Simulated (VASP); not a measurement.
These are r2SCAN meta-GGA, VASP's PBE PAW potentials (set 64) (plane waves; VASP) values and carry that method's errors.

VASP ran on this input.

File KPOINTS:
```
Automatic mesh
0
Gamma
12 12 10
0 0 0
```

INCAR:
```
SYSTEM=CuAu
PREC=Accurate; ENCUT=480; LREAL=.FALSE.
LASPH=.TRUE.
EDIFF=1E-7; NELM=100; ALGO=Normal
LMAXMIX=6; LMIXTAU=.TRUE.
ISMEAR=1; SIGMA=0.1
METAGGA=R2SCAN
IBRION=2; NSW=40; ISIF=3
EDIFFG=-0.01; PSTRESS=100
LWAVE=.FALSE.; LCHARG=.FALSE.
```

File POSCAR:
```
CuAu
1.0
  2.8252376023   0.0000000000   0.0000000000
  0.0000000000   2.8252376023   0.0000000000
  0.0000000000   0.0000000000   3.4560433849
Cu Au
1 1
Cart
  0.0000000000   0.0000000000   0.0000000000
  1.4126188012   1.4126188012   1.7280216925
```

POTCAR, in this order: Cu Au (PBE.64 set). Program: vasp_std.

Output

OSZICAR:
```
       N       E                     dE             d eps       ncg     rms          rms(c)
DAV:   1     0.701931171970E+02    0.70193E+02   -0.11290E+04  5320   0.207E+03
DAV:   2    -0.632614287870E+02   -0.13345E+03   -0.12734E+03  5187   0.336E+02
DAV:   3    -0.676782599471E+02   -0.44168E+01   -0.43697E+01  6325   0.731E+01
DAV:   4    -0.677265326986E+02   -0.48273E-01   -0.48260E-01  5913   0.633E+00
DAV:   5    -0.677281671997E+02   -0.16345E-02   -0.16345E-02  7558   0.127E+00    0.131E+01
DAV:   6    -0.620024648962E+02    0.57257E+01   -0.13567E+01  5240   0.997E+01    0.689E+00
DAV:   7    -0.615275400128E+02    0.47492E+00   -0.37864E+00  5838   0.924E+01    0.609E+00
DAV:   8    -0.615020962094E+02    0.25444E-01   -0.19025E-01  7620   0.124E+01    0.317E+00
DAV:   9    -0.615032063953E+02   -0.11102E-02   -0.43978E-02  6993   0.473E+00    0.329E-01
DAV:  10    -0.615037011604E+02   -0.49477E-03   -0.12970E-02  5936   0.181E+00    0.793E-02
DAV:  11    -0.615054717534E+02   -0.17706E-02   -0.39677E-03  5604   0.112E+00    0.685E-02
DAV:  12    -0.615060123050E+02   -0.54055E-03   -0.49903E-04  6601   0.309E-01    0.505E-02
DAV:  13    -0.615059910927E+02    0.21212E-04   -0.15010E-04  6635   0.263E-01    0.692E-03
DAV:  14    -0.615060052306E+02   -0.14138E-04   -0.10445E-05  5764   0.430E-02    0.182E-03
DAV:  15    -0.615060059906E+02   -0.76004E-06   -0.42686E-07  6133   0.811E-03    0.150E-03
DAV:  16    -0.615060059000E+02    0.90698E-07   -0.30751E-07  5747   0.754E-03
   1 F= -.59784222E+02 E0= -.59784088E+02  d E =-.597842E+02
```

File OUTCAR:
```
------------------------ aborting loop because EDIFF is reached ----------------------------------------
  FORCE on cell =-STRESS in cart. coord.  units (eV):
  Direction    XX          YY          ZZ          XY          YZ          ZX
  --------------------------------------------------------------------------------------
  Total        1.7292544      1.7292544      1.7084558      0.0000000      0.0000000      0.0000000
  in kB      100.4339027    100.4339027     99.2259309      0.0000000      0.0000000      0.0000000
  external PRESSURE =       0.0312454 kB  Pullay stress =     100.0000000 kB
  volume of cell :       27.59
      direct lattice vectors                 reciprocal lattice vectors
     2.825237602  0.000000000  0.000000000     0.353952531  0.000000000  0.000000000
     0.000000000  2.825237602  0.000000000     0.000000000  0.353952531  0.000000000
     0.000000000  0.000000000  3.456043385     0.000000000  0.000000000  0.289348220
 POSITION                                       TOTAL-FORCE (eV/Angst)
 -----------------------------------------------------------------------------------
      0.00000      0.00000      0.00000         0.000000      0.000000      0.000000
      1.41262      1.41262      1.72802         0.000000      0.000000      0.000000
 -----------------------------------------------------------------------------------
    total drift:                               -0.000000      0.000000      0.000000
  FREE ENERGIE OF THE ION-ELECTRON SYSTEM (eV)
  ---------------------------------------------------
  free  energy   TOTEN  =       -61.5060059000 eV

  energy  without entropy=      -61.5056042295  energy(sigma->0) =      -61.50587201
  enthalpy is  TOTEN    =       -59.7842223312 eV   P V=        1.7217835687

 reached required accuracy - stopping structural energy minimisation
```
(Selected blocks of OUTCAR.)

The compound is CuAu in the L1_0 structure. It was relaxed first under an external pressure of 10 GPa.
